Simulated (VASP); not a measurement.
A convergence study with VASP on CeO2 (fluorite): one setting is varied, all else stays as given below, so the limit is that of these other settings. The cell's lengths are 1 % over those of the tabulated start and one atom is moved, so it is off equilibrium.

```yaml
crystal:
  lattice:
    - [0.00000, 2.73205, 2.73205]
    - [2.73205, 0.00000, 2.73205]
    - [2.73205, 2.73205, 0.00000]
  atoms:
    - { symbol: Ce, position: [0.00000, 0.00000, 0.00000] }
    - { symbol: O, position: [0.25000, 0.25000, 0.25000] }
    - { symbol: O, position: [0.73891, 0.76109, 0.76109] }
```

Method: LDA (Ceperley-Alder, Perdew-Zunger), VASP's LDA PAW potentials (set 64) (plane waves; VASP). The tightest run used: 1000 eV cut-off, 8×8×8 Γ-centred mesh, Gaussian smearing of 0.050 eV, potentials Ce O.

Gaps are read on the run's mesh, which can miss a band edge.

| setting | E (eV/atom) | pressure (GPa) | largest force (eV/Å) | gap on the mesh (eV) | plane waves |
|---|---|---|---|---|---|
| ENCUT = 250 | -9.7886 | -92.95 | 0.395 | 1.827 | 380 |
| ENCUT = 300 | -9.6778 | -46.64 | 0.336 | 1.795 | 531 |
| ENCUT = 350 | -9.6196 | -24.78 | 0.375 | 1.777 | 620 |
| ENCUT = 400 | -9.6056 | -14.84 | 0.391 | 1.776 | 754 |

### Question
These are the cheaper rows. Estimate the results at ENCUT = 1000, and how far the last row shown lies from them.

### Answer

| quantity | tightest run | last row shown is off by |
|---|---|---|
| E (eV/atom) | -9.5931 | -0.0126 |
| pressure (GPa) | -9.85 | -4.99 |
| largest force (eV/Å) | 0.384 | 0.007 |
| gap on the mesh (eV) | 1.770 | 0.005 |

Left out are rungs that failed or repeat a setting and relaxations that didn't move; long series are thinned to 24 rows.

The compound is CeO2 in the fluorite structure. The cell was not relaxed at this level, it is distorted from the ideal structure. The run is not spin-polarised, so no magnetic state was tried.
